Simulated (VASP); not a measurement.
These are PBE GGA with D4 dispersion, VASP's PBE PAW potentials (set 64) (plane waves; VASP) values and carry that method's errors.

The input files of a VASP run:

### KPOINTS
```
Automatic
0
G
  12 12 12
```

POSCAR:
```
CoGa
1
    2.8470346148     0.0000000000    -0.0000000000
    0.0000000000     2.8470346148     0.0000000000
    0.0000000000     0.0000000000     2.8470346148
Ga Co
1 1
Direct
  0.5000000000   0.5000000000   0.5000000000
  0.0000000000   0.0000000000   0.0000000000
```

**INCAR**
```
EDIFFG = -0.01   ! ionic stop
ISMEAR = 1   ! Methfessel-Paxton
PREC = Accurate
SYSTEM = CoGa
GGA = PE   ! PBE
EDIFF = 1E-6
NELM = 100   ! most electronic steps
NSW = 60   ! most ionic steps
IBRION = 2
ALGO = Normal
LMAXMIX = 4   ! l cut-off of mixed one-centre charges
ISIF = 3   ! ions, shape and volume
ENCUT = 520   ! plane-wave cut-off (eV)
LCHARG = .FALSE.
IVDW = 13   ! D4
LREAL = .FALSE.
SIGMA = 0.1   ! width (eV)
LASPH = .TRUE.
LWAVE = .FALSE.
```

POTCAR, in this order: Ga_d Co (PBE.64 set). Program: vasp_std.

Output

### OUTCAR
```
 ion  position               nearest neighbor table
   1  0.500  0.500  0.500-   2 2.47   2 2.47   2 2.47   2 2.47   2 2.47   2 2.47   2 2.47   2 2.47
  LATTYP: Found a simple cubic cell.
 ALAT       =     2.8470346148
 Subroutine PRICEL returns:
 Original cell was already a primitive cell.
 Subroutine GETGRP returns: Found 48 space group operations
The static configuration has the point symmetry O_h .
The dynamic configuration has the point symmetry O_h .
 Subroutine INISYM returns: Found 48 space group operations
 Subroutine IBZKPT returns following result:
 Found     84 irreducible k-points:

 Following reciprocal coordinates:
            Coordinates               Weight
  0.000000  0.000000  0.000000      1.000000
  0.083333  0.000000  0.000000      6.000000
  0.166667  0.000000  0.000000      6.000000
  0.250000  0.000000  0.000000      6.000000
  0.333333  0.000000  0.000000      6.000000
  0.416667  0.000000  0.000000      6.000000
  0.500000  0.000000  0.000000      3.000000
  0.083333  0.083333  0.000000     12.000000
  0.166667  0.083333  0.000000     24.000000
  0.250000  0.083333  0.000000     24.000000
...
```

**OSZICAR**
```
       N       E                     dE             d eps       ncg     rms          rms(c)
DAV:   1     0.995240000376E+02    0.99524E+02   -0.10893E+04  2720   0.263E+03
DAV:   2    -0.641995836341E+01   -0.10594E+03   -0.10340E+03  2604   0.358E+02
DAV:   3    -0.113507543338E+02   -0.49308E+01   -0.49107E+01  2989   0.824E+01
DAV:   4    -0.114241466610E+02   -0.73392E-01   -0.73382E-01  3427   0.957E+00
DAV:   5    -0.114261128338E+02   -0.19662E-02   -0.19662E-02  3084   0.132E+00    0.976E+00
DAV:   6    -0.123045825184E+02   -0.87847E+00   -0.21051E+01  2876   0.623E+01    0.107E+01
DAV:   7    -0.104870738893E+02    0.18175E+01   -0.85626E+00  2626   0.462E+01    0.191E+00
DAV:   8    -0.104672769114E+02    0.19797E-01   -0.23606E-01  3001   0.557E+00    0.655E-01
DAV:   9    -0.104609927032E+02    0.62842E-02   -0.20260E-02  3410   0.233E+00    0.138E-01
DAV:  10    -0.104607483534E+02    0.24435E-03   -0.68126E-04  3250   0.369E-01    0.730E-02
DAV:  11    -0.104607366254E+02    0.11728E-04   -0.11736E-04  3540   0.197E-01    0.148E-02
DAV:  12    -0.104607353590E+02    0.12665E-05   -0.74174E-06  3076   0.480E-02    0.301E-03
DAV:  13    -0.104607352681E+02    0.90904E-07   -0.55723E-07  1603   0.105E-02
   1 F= -.11587395E+02 E0= -.11587589E+02  d E =-.115874E+02
```

OUTCAR:
```
------------------------ aborting loop because EDIFF is reached ----------------------------------------
  Edisp (eV):   -1.12666
  FORCE on cell =-STRESS in cart. coord.  units (eV):
  Direction    XX          YY          ZZ          XY          YZ          ZX
  --------------------------------------------------------------------------------------
  Total      -0.00736    -0.00736    -0.00736     0.00000     0.00000     0.00000
  in kB      -0.51101    -0.51101    -0.51101     0.00000     0.00000     0.00000
  external pressure =       -0.51 kB  Pullay stress =        0.00 kB
  volume of cell :       23.08
      direct lattice vectors                 reciprocal lattice vectors
     2.847034615  0.000000000  0.000000000     0.351242656  0.000000000  0.000000000
     0.000000000  2.847034615  0.000000000     0.000000000  0.351242656  0.000000000
     0.000000000  0.000000000  2.847034615     0.000000000  0.000000000  0.351242656
 POSITION                                       TOTAL-FORCE (eV/Angst)
 -----------------------------------------------------------------------------------
      1.42352      1.42352      1.42352         0.000000      0.000000      0.000000
      0.00000      0.00000      0.00000         0.000000      0.000000      0.000000
 -----------------------------------------------------------------------------------
    total drift:                                0.000000      0.000000     -0.000000
  FREE ENERGIE OF THE ION-ELECTRON SYSTEM (eV)
  ---------------------------------------------------
  free  energy   TOTEN  =       -11.5873945348 eV

  energy  without entropy=      -11.5879785262  energy(sigma->0) =      -11.58758920

 reached required accuracy - stopping structural energy minimisation
```
(Selected blocks of OUTCAR.)

The compound is CoGa in the CsCl type structure. It was relaxed first. The start is the result of an earlier pass. The run is not spin-polarised, so no magnetic state was tried.
